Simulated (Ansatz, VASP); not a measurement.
# Ge (Germanium): VASP beside Ansatz, part 2 of 2

Wanted: the spread between two codes on one cell, functional and k mesh. The cell is taken from a series of runs on this material, whose earlier steps may have relaxed, scaled, displaced or heated it; both programs get it as it stands.

VASP 6.6.1 and Ansatz 0.2.0.

So far: Starting point; Ansatz: relaxation of cell and atoms, PBE; VASP: relaxation of cell and atoms, PBE; Side by side.

## (5) VASP: zone-centre phonons, PBE

Level of this step: PBE; plane waves and PAW (Ge_d) (VASP).

Second derivatives magnify differences that forces hide, and they need a tight electronic threshold.

INCAR

```
SYSTEM = Ge
PREC = Accurate
ENCUT = 500
EDIFF = 1E-08
NELM = 120
ISMEAR = -1
SIGMA = 0.1
LREAL = .FALSE.
ALGO = Normal
GGA = PE
NBANDS = 20
LORBIT = 11
LWAVE = .FALSE.
LCHARG = .FALSE.
ISIF = 2
IBRION = 8
LASPH = .TRUE.
GGA_COMPAT = .FALSE.
KPAR = 2
```

POSCAR

```
Ge
1.0
   -2.8805362242      0.0000000000      2.8805362242
    0.0000000000      2.8805362242      2.8805362242
   -2.8805362242      2.8805362242      0.0000000000
Ge
2
Direct
    0.5000000000      0.5000000000      0.5000000000
    0.2500000000      0.2500000000      0.2500000000
```

KPOINTS

```
Automatic mesh
0
Gamma
14 14 14
0 0 0
```

The projector-augmented-wave data sets are Ge_d (PBE family, release 64).

Launch:

```
$ mpirun -np 2 vasp_std
```

Numbers of over 12 decimals in the logs are rounded to 6 here.

The log of the run:

```text
[... set-up lines as in an earlier step ...]
 entering main loop
       N       E                     dE             d eps       ncg     rms          rms(c)
DAV:   1     0.185584679523E+03    0.18558E+03   -0.14731E+04  4468   0.369E+03
DAV:   2     0.171738225249E+02   -0.16841E+03   -0.16385E+03  4168   0.593E+02
DAV:   3    -0.826029700416E+01   -0.25434E+02   -0.25251E+02  4720   0.146E+02
DAV:   4    -0.909442028285E+01   -0.83412E+00   -0.83359E+00  4648   0.311E+01
[...]
DAV:  13    -0.903771560289E+01    0.46620E-07   -0.46313E-08  5060   0.394E-03    0.170E-04
DAV:  14    -0.903771558041E+01    0.22478E-07   -0.33747E-09  2836   0.560E-04    0.364E-05
DAV:  15    -0.903771558168E+01   -0.12678E-08   -0.46658E-10  2488   0.270E-04
   1 F= -.90377156E+01 E0= -.90363098E+01  d E =-.281147E-02
 Linear response reoptimize wavefunctions to high precision
DAV:   1    -0.903771558274E+01   -0.10559E-08   -0.11374E-10  2516   0.151E-04
DAV:   2    -0.903771558277E+01   -0.31832E-10   -0.37703E-11  2360   0.759E-05
 Linear response DOF=           1
 Linear response progress:
  Degree of freedom:   1/  1
       N       E                     dE             d eps       ncg     rms          rms(c)
RMM:   1    -0.186706400600E+00   -0.18671E+00    0.79838E+00 21065   0.440E+01
RMM:   2    -0.193767385151E+00   -0.70610E-02   -0.12368E-02 27866   0.103E+00    0.684E-02
RMM:   3    -0.193780590192E+00   -0.13205E-04   -0.88708E-04 29391   0.307E-01    0.401E-02
RMM:   4    -0.193687002165E+00    0.93588E-04   -0.55007E-05 31307   0.793E-02    0.476E-03
[...]
RMM:  13    -0.193697727291E+00   -0.21750E-07   -0.21448E-09 32040   0.500E-05    0.906E-07
RMM:  14    -0.193697739886E+00   -0.12595E-07    0.63427E-09 29801   0.437E-05    0.162E-07
RMM:  15    -0.193697739127E+00    0.75914E-09    0.24723E-09 22075   0.401E-05    0.463E-08
 first order change of Fermi-energy  -0.35197E-03
 force on displaced ion       1 direction 1 :  -9.907   0.000   0.000
 Linear response finished
```

From OUTCAR (step 5):

```text
  Total       -0.0180846     -0.0180846     -0.0180846      0.0000000     -0.0000000     -0.0000000
  in kB       -0.6061365     -0.6061365     -0.6061365      0.0000000     -0.0000000     -0.0000000
  external PRESSURE =      -0.6061365 kB  Pullay stress =       0.0000000 kB

 POSITION                                       TOTAL-FORCE (eV/Angst)
 -----------------------------------------------------------------------------------
     -2.88054      2.88054      2.88054        -0.000000      0.000000      0.000000
     -1.44027      1.44027      1.44027         0.000000     -0.000000     -0.000000
 -----------------------------------------------------------------------------------
    total drift:                               -0.000000      0.000000      0.000000

[... 2 further parts left out ...]
```

## (6) Ansatz: zone-centre phonons, PBE

The same cell, functional, mesh and smearing now go to Ansatz, which takes its cutoff from its data sets.

The cell is taken from a series of runs on this material, whose earlier steps may have relaxed, scaled, displaced or heated it; both programs get it as it stands.

input.yaml

```yaml
crystal:
  lattice:
    - [-2.8805362242, 0.0, 2.8805362242]
    - [0.0, 2.8805362242, 2.8805362242]
    - [-2.8805362242, 2.8805362242, 0.0]
  atoms:
    - { symbol: Ge, position: [0.5, 0.5, 0.5] }
    - { symbol: Ge, position: [0.25, 0.25, 0.25] }
kpoints:
  mp_grid: { grid: [14, 14, 14] }
hamiltonian:
  xc: pbe
scf:
  occupations: { method: fermi_dirac, width: 0.1 }
output:
  eigenvalues: true
phonons:
  method: dfpt
  qmesh: [2, 2, 2]
  temperatures: { t_max: 1000, t_step: 50 }
  qpath:
    path:
      - [[0.0, 0.0, 0.0], [0.0, 0.5, 0.5], [0.0, 0.625, 0.375]]
      - [[-0.375, 0.375, 0.0], [0.0, 0.0, 0.0], [0.0, 0.5, 0.0], [-0.25, 0.5, 0.25], [0.0, 0.5, 0.5]]
    npoints: 12
```

Launch:

```
$ ansatz run input.yaml --threads 4 --pin off --max-ram 17408MiB --backend cpu --events-out ev --progress --plain --runs-dir out
```

The log of the run:

```text
[...]
Crystal: 2 atoms, lattice volume = 47.802 Å³
Basis set: ecut = 420 eV, 941 PW (Γ), exchange–correlation on 64×64×64 points (8 copies of the dense FFT grid, shifted against one another)
Bands: 18, of which v1, the nominal top of the filled ones, is band 14 counted from 1 (13 counted from 0)
Symmetry: 48 space group operations
k-points: 104 of 2744
[...]
largest difference from the sums on the solved wave vectors: F 7.10e-2 eV, S 1.03e-4 and C_V 3.23e-5 eV/K
  zero-point energy: 0.066515 eV/cell   skipped modes (ω ≤ 0): 3   left out of the sums: 6.25e-5 of the cell's modes: C_V's classical limit lies that fraction below 3 k_B per atom; for a crystal, a wire or a layer, F and S can be off by more, and a phonons.interpolated_qmesh denser along its periods is the remedy for the sampling
[key lines of the parts left out:]
SCF converged after 9 iterations
Free energy (F): -8589.969182 eV
Fermi energy:    7.902330 eV
```

## (7) Comparison

What differs besides the data sets and the points named for the pairs above, as far as they apply: VASP's run holds the zone centre alone. Total energies have different zeros and are not compared.

Both answers:

```
                  quantity  Ansatz   VASP  difference
optical mode 1 to 3 (cm⁻¹)   272.1  272.4     -0.10 %
```

Modes are paired by rising frequency, not by their patterns, so a pair may set unlike modes beside each other; they are those without the splitting of longitudinal modes.

## (8) Results

```
difference in volume (relaxation of cell and atoms, PBE)                                                          : 0.15 %
r.m.s. difference of the optical zone-centre modes, each program's sorted by frequency (zone-centre phonons, PBE) : 0.26 cm⁻¹
```

What this shows: The difference in volume is 0.15 % (relaxation of cell and atoms, PBE), within the 1.2 % picked in this series as the mark of a large difference, as far as the stopping tolerances let one tell. 1 further run of this series is not shown here. How closely two codes agree says nothing of how well the functional describes the real material.

[Lines on the potential files, build, host, timing and source positions are cut from VASP's logs without a mark.]

[Logs are printed without paths, hosts, clocks, repeated set-up lines and the standing remarks that a program may print on its own settings, such as how far it seeks lower states.]

[Hosts, paths, dates, database ids (printed as entryN), source tags and the programs' standing remarks are cut or masked in the printed files.]
